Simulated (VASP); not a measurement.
Si:

```
CELL_PARAMETERS angstrom
0.00000 2.72500 2.72500
2.72500 0.00000 2.72500
2.72500 2.72500 0.00000
ATOMIC_POSITIONS crystal
Si 0.00000 0.00000 0.00000
Si 0.25000 0.25000 0.25000
```

* Program: VASP 6.6.1
* Task: relaxation of cell and atoms
* Functional: LDA
* Potentials or basis: VASP PAW LDA potentials, release 64 (Si)
* Cutoff: 400 eV
* k mesh: 12 × 12 × 12
* Occupations: gaussian, width 0.01 eV
* Spin: no spin polarisation

At the start: pressure -2.4 GPa; volume 20.23 Å³/atom.

Problem. Where does the relaxation end?

Solution. Over 3 steps the energy falls by 4.0 meV/atom and the volume is 19.71 Å³/atom (-2.6 %); space group Fd-3m (No. 227, to 0.05 Å).

The path:
| step | energy change (eV) | largest force (eV/Å) | pressure (GPa) | volume (Å³) |
| --- | --- | --- | --- | --- |
| 1 | 0.0000 | 0.0000 | -2.39 | 40.47 |
| 2 | -0.0041 | 0.0000 | 1.81 | 38.73 |
| 3 | -0.0080 | 0.0000 | -0.01 | 39.43 |

Final structure:
```cif
data_structure
_symmetry_space_group_name_H-M 'P 1'
_symmetry_Int_Tables_number 1
_cell_length_a 3.8204
_cell_length_b 3.8204
_cell_length_c 3.8204
_cell_angle_alpha 60.000
_cell_angle_beta 60.000
_cell_angle_gamma 60.000
_cell_volume 39.43
loop_
_atom_site_label
_atom_site_type_symbol
_atom_site_fract_x
_atom_site_fract_y
_atom_site_fract_z
_atom_site_occupancy
Si1 Si 0.00000 0.00000 0.00000 1
Si2 Si 0.25000 0.25000 0.25000 1
```
